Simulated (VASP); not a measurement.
Energy against volume of PdIn (CsCl type). These are TPSS meta-GGA, VASP's PBE PAW potentials (set 64) (plane waves; VASP) values and carry that method's errors. Run with 520 eV cut-off, 11×11×11 Γ-centred mesh, first-order Methfessel-Paxton smearing of 0.10 eV, potentials In_d Pd.

| V (Å³/atom) | E (eV/atom) |
|---|---|
| 16.961 | -12.75849 |
| 17.486 | -12.76570 |
| 18.011 | -12.75979 |
| 18.535 | -12.74329 |

Q: Fit these four points and predict the energy of the run at 16.437 Å³/atom.

A: A cubic in V^(−2/3), the third-order Birch-Murnaghan form, passes through the four points with V0 = 17.49 Å³/atom and B0 = 133 GPa, and gives -12.7352 eV/atom there. The run gave -12.7355 eV/atom, -0.3 meV/atom from the fit; all five points give B0 = 132 GPa.

The compound is PdIn in the CsCl type structure. It was relaxed first.
